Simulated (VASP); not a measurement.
CaHI (space group P4/nmm): computed properties

Computed with r2SCAN meta-GGA, VASP's PBE PAW potentials (set 64) (plane waves; VASP 6.6.1).

| Item | Result |
|---|---|
| space group | P4/nmm (129) |
| cell | a = 4.018 Å, b = 4.018 Å, c = 9.086 Å, α = 90.00°, β = 90.00°, γ = 90.00° |
| volume per atom | 24.45 Å³/atom |
| band gap (over mesh and band path) | 3.85 eV |
| smallest direct gap (over mesh and band path) | 4.05 eV |
| band-edge character | indirect, Z to M |
| density | 3.80 g/cm³ |
| mean ε∞ (independent particles) | 4.22 |

```cif
data_H2Ca2I2
_chemical_formula_sum 'Ca2 H2 I2'
_space_group_name_H-M_alt 'P 1'
_space_group_IT_number 1
_cell_length_a 4.01809
_cell_length_b 4.01809
_cell_length_c 9.08561
_cell_angle_alpha 90.000
_cell_angle_beta 90.000
_cell_angle_gamma 90.000
loop_
_space_group_symop_operation_xyz
  'x, y, z'
loop_
_atom_site_label
_atom_site_type_symbol
_atom_site_fract_x
_atom_site_fract_y
_atom_site_fract_z
_atom_site_occupancy
Ca1 Ca 0.00000 0.50000 0.13447 1
Ca2 Ca 0.50000 0.00000 0.86553 1
H1 H 0.50000 0.50000 0.00000 1
H2 H 0.00000 0.00000 0.00000 1
I1 I 0.00000 0.50000 0.69090 1
I2 I 0.50000 0.00000 0.30910 1
```

Unless said otherwise, spin-orbit coupling is left out, though it shifts the bands of the heavy elements here.

The structure comes from a computed database's CaHI entry (P4/nmm); how it stands against other phases isn't given here. It was relaxed first. Symmetry was kept, so distortions that lower it aren't found.
